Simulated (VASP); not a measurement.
The system is WSe2.

```
W Se
1.0
     3.29000    0.00000    0.00000
    -1.64500    2.84922    0.00000
     0.00000    0.00000   12.97000
W Se
2 4
Direct
  0.33333 0.66667 0.25000
  0.66667 0.33333 0.75000
  0.33333 0.66667 0.62100
  0.66667 0.33333 0.12100
  0.33333 0.66667 0.87900
  0.66667 0.33333 0.37900
```

- Program: VASP 6.6.1
- Task: relaxation of cell and atoms
- Functional: r2SCAN
- Potentials or basis: VASP PAW PBE potentials, release 64 (W_sv, Se)
- Cutoff: 600 eV
- k mesh: 9 × 9 × 2
- Occupations: gaussian, width 0.03 eV
- Spin: no spin polarisation

At the start: pressure 2.0 GPa; volume 20.26 Å³/atom.

Problem. Where does the relaxation end?

Solution. Over 13 steps the energy falls by 9.9 meV/atom and the volume is 21.84 Å³/atom (+7.8 %); space group P6_3/mmc (No. 194, to 0.05 Å).

Step by step:
```csv
step,energy change (eV),largest force (eV/Å),pressure (GPa),volume (Å³)
1,0.0000,0.1129,2.03,121.58
2,0.0017,0.5494,-2.60,126.16
3,-0.0146,0.3294,-0.30,123.78
4,-0.0266,0.0973,0.05,124.72
5,-0.0269,0.0609,0.12,124.87
6,-0.0367,0.0487,0.11,125.63
7,-0.0544,0.0116,0.16,127.90
8,-0.0540,0.0744,0.71,132.37
9,-0.0584,0.0522,0.50,130.46
10,-0.0372,0.3600,-2.51,134.04
11,-0.0591,0.0110,0.03,130.99
12,-0.0591,0.0281,0.00,131.14
13,-0.0592,0.0084,0.01,131.07
```

Final structure:
```cif
data_structure
_symmetry_space_group_name_H-M 'P 1'
_symmetry_Int_Tables_number 1
_cell_length_a 3.3175
_cell_length_b 3.3175
_cell_length_c 13.7512
_cell_angle_alpha 90.000
_cell_angle_beta 90.000
_cell_angle_gamma 120.000
_cell_volume 131.07
loop_
_atom_site_label
_atom_site_type_symbol
_atom_site_fract_x
_atom_site_fract_y
_atom_site_fract_z
_atom_site_occupancy
W1 W 0.33333 0.66667 0.25000 1
W2 W 0.66667 0.33333 0.75000 1
Se1 Se 0.33333 0.66667 0.62907 1
Se2 Se 0.66667 0.33333 0.12907 1
Se3 Se 0.33333 0.66667 0.87093 1
Se4 Se 0.66667 0.33333 0.37093 1
```

Caveat: the PAW data sets were made with another functional, which shifts forces and pressure a little.
